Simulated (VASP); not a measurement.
Output of a VASP run:

OUTCAR:
```
 ion  position               nearest neighbor table
   1  0.000  0.000  0.000-   2 2.55   2 2.55   2 2.55   2 2.55   2 2.55   2 2.55   2 2.55   2 2.55
  LATTYP: Found a simple cubic cell.
 ALAT       =     2.9431757999
 Subroutine PRICEL returns following result:
  LATTYP: Found a body centered cubic cell.
 ALAT       =     2.9431757999
 Subroutine GETGRP returns: Found 48 space group operations
The static configuration has the point symmetry O_h .
The dynamic configuration has the point symmetry O_h .
The overall configuration has the point symmetry O_h .
 Subroutine INISYM returns: Found 48 space group operations
 Subroutine IBZKPT returns following result:
 Found     84 irreducible k-points:

 Following reciprocal coordinates:
            Coordinates               Weight
  0.000000  0.000000  0.000000      1.000000
  0.076923  0.000000  0.000000      6.000000
  0.153846  0.000000  0.000000      6.000000
  0.230769  0.000000  0.000000      6.000000
  0.307692  0.000000  0.000000      6.000000
  0.384615  0.000000  0.000000      6.000000
  0.461538  0.000000  0.000000      6.000000
  0.076923  0.076923  0.000000     12.000000
  0.153846  0.076923  0.000000     24.000000
  0.230769  0.076923  0.000000     24.000000
  0.307692  0.076923  0.000000     24.000000
  0.384615  0.076923  0.000000     24.000000
  0.461538  0.076923  0.000000     24.000000
  0.153846  0.153846  0.000000     12.000000
  0.230769  0.153846  0.000000     24.000000
  0.307692  0.153846  0.000000     24.000000
  0.384615  0.153846  0.000000     24.000000
  0.461538  0.153846  0.000000     24.000000
  0.230769  0.230769  0.000000     12.000000
  0.307692  0.230769  0.000000     24.000000
  0.384615  0.230769  0.000000     24.000000
  0.461538  0.230769  0.000000     24.000000
  0.307692  0.307692  0.000000     12.000000
  0.384615  0.307692  0.000000     24.000000
  0.461538  0.307692  0.000000     24.000000
  0.384615  0.384615  0.000000     12.000000
  0.461538  0.384615  0.000000     24.000000
  0.461538  0.461538  0.000000     12.000000
  0.076923  0.076923  0.076923      8.000000
  0.153846  0.076923  0.076923     24.000000
  0.230769  0.076923  0.076923     24.000000
  0.307692  0.076923  0.076923     24.000000
  0.384615  0.076923  0.076923     24.000000
  0.461538  0.076923  0.076923     24.000000
  0.153846  0.153846  0.076923     24.000000
  0.230769  0.153846  0.076923     48.000000
  0.307692  0.153846  0.076923     48.000000
  0.384615  0.153846  0.076923     48.000000
  0.461538  0.153846  0.076923     48.000000
  0.230769  0.230769  0.076923     24.000000
   k-points           NKPTS =     84   k-points in BZ     NKDIM =     84   number of bands    NBANDS=     16
   number of dos      NEDOS =    301   number of ions     NIONS =      2
   total plane-waves  NPLWV =  13824
   dimension x,y,z NGX =    24 NGY =   24 NGZ =   24
   dimension x,y,z NGXF=    48 NGYF=   48 NGZF=   48
   ions per type =               2
   PREC   = accura    normal or accurate (medium, high low for compatibility)
   ISTART =      0    job   : 0-new  1-cont  2-samecut
   ICHARG =      2    charge: 1-file 2-atom 10-const
   ISPIN  =      2    spin polarized calculation?
   LNONCOLLINEAR =      F non collinear calculations
   LSORBIT =      F    spin-orbit coupling
   INIWAV =      1    electr: 0-lowe 1-rand  2-diag
   ENCUT  =  520.0 eV  38.22 Ry    6.18 a.u.   5.47  5.47  5.47*2*pi/ulx,y,z
   NELM   =    100;   NELMIN=  2; NELMDL= -5     # of ELM steps
   EDIFF  = 0.1E-06   stopping-criterion for ELM
   LREAL  =      F    real-space projection
   NLSPLINE    = F    spline interpolate recip. space projectors
   LMAXMIX     =    4 max onsite mixed and CHGCAR
   VOSKOWN=      0    Vosko Wilk Nusair interpolation
   EDIFFG = 0.1E-05   stopping-criterion for IOM
   NSW    =      0    number of steps for IOM
   NBLOCK =      1;   KBLOCK =      1    inner block; outer block
...
```

OSZICAR:
```
       N       E                     dE             d eps       ncg     rms          rms(c)
DAV:   1     0.210853136323E+03    0.21085E+03   -0.13872E+04  5400   0.173E+03
DAV:   2    -0.358671376428E+02   -0.24672E+03   -0.24508E+03  5496   0.498E+02
DAV:   3    -0.445409930683E+02   -0.86739E+01   -0.86038E+01  7416   0.103E+02
DAV:   4    -0.446685933865E+02   -0.12760E+00   -0.12757E+00  6424   0.128E+01
DAV:   5    -0.446712761960E+02   -0.26828E-02   -0.26828E-02  8096   0.137E+00    0.267E+01
DAV:   6    -0.291961062545E+02    0.15475E+02   -0.92994E+01  6176   0.109E+02    0.156E+01
DAV:   7    -0.274630258661E+02    0.17331E+01   -0.98729E+00  5552   0.415E+01    0.742E+00
DAV:   8    -0.275540742585E+02   -0.91048E-01   -0.48427E-01  9552   0.528E+00    0.840E+00
DAV:   9    -0.275130619459E+02    0.41012E-01   -0.64733E-02  7480   0.170E+00    0.101E+01
DAV:  10    -0.276773744735E+02   -0.16431E+00   -0.20558E+00  7384   0.965E+00    0.175E+00
DAV:  11    -0.276800137019E+02   -0.26392E-02   -0.12529E-01  6848   0.304E+00    0.209E+00
DAV:  12    -0.276827760666E+02   -0.27624E-02   -0.94215E-03  8664   0.739E-01    0.820E-01
DAV:  13    -0.276833147300E+02   -0.53866E-03   -0.28855E-03  8072   0.496E-01    0.346E-01
DAV:  14    -0.276831173413E+02    0.19739E-03   -0.14842E-04  6704   0.116E-01    0.305E-01
DAV:  15    -0.276836308791E+02   -0.51354E-03   -0.61337E-04  7072   0.200E-01    0.117E-01
DAV:  16    -0.276835373431E+02    0.93536E-04   -0.31061E-05  6160   0.688E-02    0.520E-02
DAV:  17    -0.276835205998E+02    0.16743E-04   -0.57228E-06  7200   0.280E-02    0.212E-02
DAV:  18    -0.276835333053E+02   -0.12705E-04   -0.15756E-06  8920   0.866E-03    0.110E-02
DAV:  19    -0.276835453857E+02   -0.12080E-04   -0.42260E-07  5680   0.474E-03    0.447E-03
DAV:  20    -0.276835380147E+02    0.73710E-05   -0.27534E-08  2792   0.180E-03    0.303E-03
DAV:  21    -0.276835419414E+02   -0.39267E-05   -0.64401E-09  2800   0.773E-04    0.884E-04
DAV:  22    -0.276835426995E+02   -0.75811E-06   -0.28838E-09  2768   0.428E-04    0.522E-04
DAV:  23    -0.276835427427E+02   -0.43207E-07   -0.51706E-09  2800   0.414E-04
   1 F= -.27683543E+02 E0= -.27683576E+02  d E =0.999887E-04  mag=    -0.0000
```

File OUTCAR:
```
------------------------ aborting loop because EDIFF is reached ----------------------------------------
  FORCE on cell =-STRESS in cart. coord.  units (eV):
  Direction    XX          YY          ZZ          XY          YZ          ZX
  --------------------------------------------------------------------------------------
  Total       -1.3024067     -1.3024067     -1.3024067      0.0000000     -0.0000000      0.0000000
  in kB      -81.8480955    -81.8480955    -81.8480955      0.0000000     -0.0000000      0.0000000
  external PRESSURE =     -81.8480955 kB  Pullay stress =       0.0000000 kB
  volume of cell :       25.49
      direct lattice vectors                 reciprocal lattice vectors
     2.943175800  0.000000000  0.000000000     0.339769035  0.000000000  0.000000000
     0.000000000  2.943175800  0.000000000     0.000000000  0.339769035  0.000000000
     0.000000000  0.000000000  2.943175800     0.000000000  0.000000000  0.339769035
 POSITION                                       TOTAL-FORCE (eV/Angst)
 -----------------------------------------------------------------------------------
      0.00000      0.00000      0.00000        -0.000000     -0.000000     -0.000000
      1.47159      1.47159      1.47159         0.000000      0.000000      0.000000
 -----------------------------------------------------------------------------------
    total drift:                                0.000000      0.000000     -0.000000
  FREE ENERGIE OF THE ION-ELECTRON SYSTEM (eV)
  ---------------------------------------------------
  free  energy   TOTEN  =       -27.6835427427 eV

  energy  without entropy=      -27.6836427314  energy(sigma->0) =      -27.68357607

 total charge

# of ion       s       p       d       tot
------------------------------------------
    1        0.957   6.363   4.065  11.385
    2        0.957   6.363   4.065  11.385
--------------------------------------------------
tot          1.914  12.727   8.130  22.771

 magnetization (x)

# of ion       s       p       d       tot
------------------------------------------
    1        0.173   0.034   2.092   2.299
    2       -0.173  -0.034  -2.092  -2.299
--------------------------------------------------
tot          0.000   0.000   0.000   0.000
```
(Selected blocks of OUTCAR.)

POSCAR:
```
Cr
1
    2.9431757999     0.0000000000     0.0000000000
    0.0000000000     2.9431757999     0.0000000000
    0.0000000000     0.0000000000     2.9431757999
Cr
2
Direct
  0.0000000000   0.0000000000   0.0000000000
  0.5000000000   0.5000000000   0.5000000000
```

Task: Reconstruct the remaining input files.

Result: Several could match; the one computed here: the input of the run itself, MS2 meta-GGA, plane waves, VASP's PBE PAW potentials (set 64).

**INCAR**
```
ALGO=Normal
EDIFF=1E-7
ENCUT=520
ISIF=2
ISMEAR=1
ISPIN=2
LASPH=.TRUE.
LCHARG=.FALSE.
LMAXMIX=4
LMIXTAU=.TRUE.
LORBIT=10
LREAL=.FALSE.
LWAVE=.FALSE.
MAGMOM=2.0 -2.0
METAGGA=MS2
NELM=100
PREC=Accurate
SIGMA=0.1
SYSTEM=Cr
```

**KPOINTS**
```
Automatic mesh
0
Gamma
13 13 13
0 0 0
```

POTCAR, in this order: Cr_pv (PBE.64 set). Program: vasp_std.

The compound is Cr in the bcc, AFM order structure. This cell is one point of a volume scan, at 1.06 of the reference volume.
